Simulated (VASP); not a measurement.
A convergence study with VASP on Dy (hcp): one setting is varied, all else stays as given below, so the limit is that of these other settings.

```xyz
2
Lattice="1.7950 -3.1090 0.0000 1.7950 3.1090 0.0000 0.0000 0.0000 5.6500" Properties=species:S:1:pos:R:3 pbc="T T T"
Dy     1.7950     1.0363     1.4125
Dy     1.7950    -1.0363     4.2375
```

All values below come from PBE GGA, VASP's PBE PAW potentials (set 64) (plane waves; VASP 6.6.1). The tightest run used: 550 eV cut-off, 21×21×11 Γ-centred mesh, first-order Methfessel-Paxton smearing of 0.10 eV, potentials Dy_3.

The 4f electrons are frozen in the core of the lanthanide potential, so 4f levels, which can set the real gap, and their magnetism are missing.

The reference is 21×21×11 mesh, which took about 6 core-minutes. Times come from single runs on busy shared machines, so they are rough: good to a factor of about 2.

Question: Of the settings 1×1×1 mesh; 2×2×1 mesh; 3×3×2 mesh; 4×4×2 mesh; 5×5×3 mesh; 6×6×3 mesh; 7×7×4 mesh; 8×8×4 mesh; 9×9×5 mesh; 10×10×5 mesh; 11×11×6 mesh; 12×12×6 mesh; 13×13×7 mesh; 14×14×8 mesh; 15×15×8 mesh; 16×16×9 mesh; 17×17×9 mesh; 18×18×10 mesh; 19×19×10 mesh; 20×20×11 mesh; 21×21×11 mesh, which is the lowest that keeps the difference from the reference in E (eV/atom) within 0.01 from there on, and what does it cost?

Answer: 7×7×4 mesh; its cost over the reference is about 1/10.
```json
[
 {"setting": "1×1×1 mesh", "difference in E (eV/atom)": "1.0105", "cost over the reference": "about 1/50"},
 {"setting": "2×2×1 mesh", "difference in E (eV/atom)": "0.7719", "cost over the reference": "about 1/30"},
 {"setting": "3×3×2 mesh", "difference in E (eV/atom)": "0.0412", "cost over the reference": "about 1/30"},
 {"setting": "4×4×2 mesh", "difference in E (eV/atom)": "0.0555", "cost over the reference": "about 1/20"},
 {"setting": "5×5×3 mesh", "difference in E (eV/atom)": "0.0249", "cost over the reference": "about 1/20"},
 {"setting": "6×6×3 mesh", "difference in E (eV/atom)": "0.0214", "cost over the reference": "about 1/20"},
 {"setting": "7×7×4 mesh", "difference in E (eV/atom)": "0.0000", "cost over the reference": "about 1/10"},
 {"setting": "8×8×4 mesh", "difference in E (eV/atom)": "0.0044", "cost over the reference": "about 1/9"},
 {"setting": "9×9×5 mesh", "difference in E (eV/atom)": "0.0020", "cost over the reference": "about 1/9"},
 {"setting": "10×10×5 mesh", "difference in E (eV/atom)": "0.0006", "cost over the reference": "about 1/7"},
 {"setting": "11×11×6 mesh", "difference in E (eV/atom)": "0.0032", "cost over the reference": "about 1/5"},
 {"setting": "12×12×6 mesh", "difference in E (eV/atom)": "0.0005", "cost over the reference": "about 1/4"},
 {"setting": "13×13×7 mesh", "difference in E (eV/atom)": "0.0023", "cost over the reference": "about 1/4"},
 {"setting": "14×14×8 mesh", "difference in E (eV/atom)": "0.0021", "cost over the reference": "about 1/3"},
 {"setting": "15×15×8 mesh", "difference in E (eV/atom)": "0.0012", "cost over the reference": "about 1/2"},
 {"setting": "16×16×9 mesh", "difference in E (eV/atom)": "0.0009", "cost over the reference": "about 1/2"},
 {"setting": "17×17×9 mesh", "difference in E (eV/atom)": "0.0013", "cost over the reference": "within a factor of 2"},
 {"setting": "18×18×10 mesh", "difference in E (eV/atom)": "0.0006", "cost over the reference": "within a factor of 2"},
 {"setting": "19×19×10 mesh", "difference in E (eV/atom)": "0.0007", "cost over the reference": "within a factor of 2"},
 {"setting": "20×20×11 mesh", "difference in E (eV/atom)": "0.0002", "cost over the reference": "within a factor of 2"},
 {"setting": "21×21×11 mesh", "difference in E (eV/atom)": "0.0000", "cost over the reference": "reference"}
]
```

Left out are rungs that failed or repeat a setting and relaxations that didn't move; long series are thinned to 24 rows.

The compound is Dy in the hcp structure. The cell was not relaxed at this level.
